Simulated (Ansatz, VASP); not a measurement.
## MnPt2 in VASP and in Ansatz

The input INCAR:

```
  PREC = Accurate
  ENCUT = 520
  EDIFF = 1E-7
  ISMEAR = -1
  SIGMA = 0.05
  LREAL = False
  LASPH = True
  NELM = 100
  ALGO = Normal
  ISIF = 2
  LWAVE = False
  LCHARG = False
  ISPIN = 2
  MAGMOM = 0 0 4
  LORBIT = 11
  LMAXMIX = 4
  GGA = PE
  NBANDS = 28
```

The input KPOINTS:

```
regular mesh
0
Gamma
  11 11 4
```

The input POSCAR:

```
MnPt2
1.0
    2.8584044518      0.0000000000      0.0000000000
   -1.4292022259      2.4754508696      0.0000000000
    0.0000000000      0.0000000000      6.5325040000
Pt Mn
2 1
Direct
    0.6666666667      0.3333333333      0.3162060000
    0.3333333333      0.6666666667      0.6837940000
    0.0000000000      0.0000000000      0.0000000000
```

input.yaml

```yaml
crystal:
  lattice:
    - [2.8584044518, 0.0, 0.0]
    - [-1.4292022259, 2.4754508696, 0.0]
    - [0.0, 0.0, 6.532504]
  atoms:
    - { symbol: Pt, position: [0.6666666667, 0.3333333333, 0.316206] }
    - { symbol: Pt, position: [0.3333333333, 0.6666666667, 0.683794] }
    - { symbol: Mn, position: [0.0, 0.0, 0.0], spin: 4.0 }
hamiltonian:
  xc: pbe
  pseudopotentials: { kind: paw }
magnetization:
  spin_polarized: true
kpoints:
  mp_grid: { grid: [11, 11, 4] }
scf:
  occupations: { method: fermi_dirac, width: 0.05 }
output:
  forces: true
  stress: true
  eigenvalues: true
  write_density: true
  write_potential: true
  elf: true
  volumetric_format: npy
```

The cell comes from a database or a generator and needn't be the stable form of this composition.

Alike in both runs: task single point; functional PBE; k mesh 11 × 11 × 4; occupations fermi-dirac, width 0.05 eV; collinear spin, ferromagnetic start.

|  | VASP | Ansatz |
| --- | --- | --- |
| version | VASP 6.6.1 | Ansatz 0.2.0 |
| potentials or method | VASP PAW PBE potentials, release 64 (Pt, Mn_pv) | Ansatz PAW |
| plane-wave cutoff (eV) | 520 | 420 |
| valence electrons in the cell | 33 | 51 |

VASP gave:

* gap on the k mesh at the Fermi level (eV): none
* pressure (GPa): -0.6
* largest component of the traceless stress (GPa): 1.88
* rms of the force components (eV/Å): 0.016
* net moment per atom (μB): 1.52
* size of the moment on the site where the two differ most (μB): 3.77

Problem. What did Ansatz give for the same quantities?

Solution. gap on the k mesh at the Fermi level (eV): none; pressure (GPa): -0.5; largest component of the traceless stress (GPa): 1.78; rms of the force components (eV/Å): 0.011; net moment per atom (μB): 1.52; size of the moment on the site where the two differ most (μB): 3.74.

Site moments also hang on the region over which each program counts them. Atom by atom the forces differ by 0.005 eV/Å (rms over components). A gap of «none» marks a metal or a gap that the smearing closes. The two sets of potentials don't hold the same shells in valence.

Spin-orbit coupling is left out, which matters for the levels of Pt.
